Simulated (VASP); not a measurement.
Input for VASP

### KPOINTS
```
Automatic mesh
0
Gamma
5 5 3
0 0 0
```

INCAR:
```
# general
SYSTEM   = Mg3Sb2
PREC     = Accurate
ENCUT    = 520
LREAL    = .FALSE.   # projection in real space or not
LASPH    = .TRUE.

# electronic loop
EDIFF    = 1E-6   # SCF stop (eV)
NELM     = 100
ALGO     = Normal   # blocked Davidson
LMAXMIX  = 4
LMIXTAU  = .TRUE.

# smearing
ISMEAR   = 0
SIGMA    = 0.05   # width (eV)

# functional
METAGGA  = R2SCAN
LUSE_VDW = .TRUE.
BPARAM   = 11.95
CPARAM   = 0.0093

# ions
IBRION   = 2   # conjugate gradients
NSW      = 60   # most ionic steps
ISIF     = 3   # ions, shape and volume
EDIFFG   = -0.02

# output
LWAVE    = .FALSE.
LCHARG   = .FALSE.
```

POSCAR:
```
Mg3Sb2
1
    2.2879578769    -3.9628594488    -0.0000000000
    2.2879578769     3.9628594488     0.0000000000
    0.0000000000    -0.0000000000     7.1396533510
Mg Sb
3 2
Direct
  1.0000000000   0.0000000000   0.0000000000
  0.3333330000   0.6666670000   0.6338675359
  0.6666670000   0.3333330000   0.3661324641
  0.3333330000   0.6666670000   0.2244621898
  0.6666670000   0.3333330000   0.7755378102
```

POTCAR, in this order: Mg Sb (PBE.64 set). Program: vasp_std.

**Question.** Write an equivalent input for Ansatz.

**Answer.** One equivalent input (not run):
Ansatz 0.2 input:
```yaml
crystal:
  lattice:
    - [2.2879579, -3.9628594, 0.0000000]
    - [2.2879579, 3.9628594, 0.0000000]
    - [0.0000000, 0.0000000, 7.1396534]
  atoms:
    - { symbol: Mg, position: [1.0000000, 0.0000000, 0.0000000] }
    - { symbol: Mg, position: [0.3333330, 0.6666670, 0.6338675] }
    - { symbol: Mg, position: [0.6666670, 0.3333330, 0.3661325] }
    - { symbol: Sb, position: [0.3333330, 0.6666670, 0.2244622] }
    - { symbol: Sb, position: [0.6666670, 0.3333330, 0.7755378] }
kpoints:
  mp_grid: { grid: [5, 5, 3] }
hamiltonian:
  xc: r2scan
  dispersion: rvv10
  pseudopotentials: { kind: paw }
scf:
  occupations: { method: gaussian, width: 0.05 }
  max_iter: 100
relax:
  max_steps: 60
  f_tol: 0.02
  cell: {}
output: { forces: true, stress: true, eigenvalues: true }
```
The two are equivalent in intent, not identical: each code has its own PAW files, so the cut-off isn't converted (ENCUT is set for VASP's; basis.ecutwfc is left out, and Ansatz then takes the one that its files recommend); Ansatz stops its SCF on the density residual and VASP on the energy change (EDIFF).

The compound is Mg3Sb2 in the a-la2o3 structure. This run relaxes it. Symmetry was kept, so distortions that lower it aren't found. The start is the result of an earlier pass.
